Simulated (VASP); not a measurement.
A VASP calculation is set up with these files.

File POSCAR:
```
Bi4Te3
1
    2.1809900000     1.2591950000    13.6834140000
   -2.1809900000     1.2591950000    13.6834140000
    0.0000000000    -2.5183900000    13.6834140000
Bi Te
4 3
Direct
  0.7171670000   0.7171670000   0.7171670000
  0.2828330000   0.2828330000   0.2828330000
  0.1460000000   0.1460000000   0.1460000000
  0.8540000000   0.8540000000   0.8540000000
  0.0000000000   0.0000000000   0.0000000000
  0.4260330000   0.4260330000   0.4260330000
  0.5739670000   0.5739670000   0.5739670000
```

File KPOINTS:
```
Automatic mesh
0
gamma
3 3 3
```

**INCAR**
```
! general
SYSTEM  = Bi4Te3
PREC    = Accurate
ENCUT   = 300
LREAL   = .FALSE.
LASPH   = .TRUE.

! electronic loop
EDIFF   = 1E-6
NELM    = 100
ALGO    = Normal
LMAXMIX = 4

! smearing
ISMEAR  = 0
SIGMA   = 0.136

! functional
GGA     = PS

! ions
ISIF    = 2

! output
LWAVE   = .FALSE.
LCHARG  = .FALSE.
```

POTCAR, in this order: Bi_d Te (PBE.64 set). Program: vasp_std.

Question: Write an equivalent input for Quantum ESPRESSO's pw.x.

Answer: One equivalent input (not run):
```
&CONTROL
  calculation = 'scf'
  pseudo_dir = './pseudo'
  outdir = './out'
  tprnfor = .true.
  tstress = .true.
/
&SYSTEM
  ibrav = 0
  nat = 7
  ntyp = 2
  ecutwfc = 82.3
  occupations = 'smearing'
  smearing = 'gaussian'
  degauss = 0.009996
  input_dft = 'pbesol'
/
&ELECTRONS
  conv_thr = 7.3e-08
  electron_maxstep = 100
/
ATOMIC_SPECIES
  Bi 208.980 Bi.upf
  Te 127.600 Te.upf
CELL_PARAMETERS angstrom
     2.1809900    1.2591950   13.6834140
    -2.1809900    1.2591950   13.6834140
     0.0000000   -2.5183900   13.6834140
ATOMIC_POSITIONS crystal
  Bi   0.7171670  0.7171670  0.7171670
  Bi   0.2828330  0.2828330  0.2828330
  Bi   0.1460000  0.1460000  0.1460000
  Bi   0.8540000  0.8540000  0.8540000
  Te   0.0000000  0.0000000  0.0000000
  Te   0.4260330  0.4260330  0.4260330
  Te   0.5739670  0.5739670  0.5739670
K_POINTS automatic
  3 3 3 0 0 0
```
Limits of the translation: the potentials are each code's own (VASP's PAW set, PseudoDojo norm-conserving files in pw.x), so ENCUT and ecutwfc are chosen apart and not converted; conv_thr bounds pw.x's estimated SCF error, while EDIFF bounds the energy change between steps.

The structure comes from a measured Bi4Te3 entry of the Crystallography Open Database, whose conditions weren't checked. The cell was not relaxed at this level, and its volume differs by -5.9 % from the start's. The k-mesh is coarse (spacing up to 0.56 per Å, 2π included), so the numbers may not be converged in it.
